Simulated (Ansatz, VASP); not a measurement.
One calculation of Sn2TeSe, two programs

```
Se Sn Te
1.0
     4.22239    0.00000    0.00000
     0.00000    4.22239    0.00000
     0.00000    0.00000    6.24170
Se Sn Te
1 2 1
Cartesian
  0.0000 0.0000 0.0000
  0.0000 0.0000 3.1208
  2.1112 2.1112 0.0000
  2.1112 2.1112 3.1208
```

Change from the starting cell: epitaxial_xy strain -3.6%.

Alike in both runs: task single point; functional r2SCAN; k mesh 6 × 6 × 4; occupations fermi-dirac, width 0.02 eV; no spin polarisation.

```csv
,VASP,Ansatz
version,VASP 6.6.1,Ansatz 0.2.0
potentials or method,"VASP PAW PBE potentials, release 64 (Se, Sn_d, Te)","plane waves, PAW"
plane-wave cutoff (eV),520,500
valence electrons in the cell,40,60
```

VASP gave:

| Quantity | Value |
| --- | --- |
| pressure (GPa) | 4.2 |
| largest component of the traceless stress (GPa) | 4.16 |

Question: Which values does Ansatz return?

Answer: Pressure (GPa): 4.1; largest component of the traceless stress (GPa): 4.15.

The two sets of potentials don't hold the same shells in valence.

Caveats: the PAW data sets were made with another functional, which shifts forces and pressure a little (VASP). The runs have no spin-orbit coupling, so splittings on Te are missing.
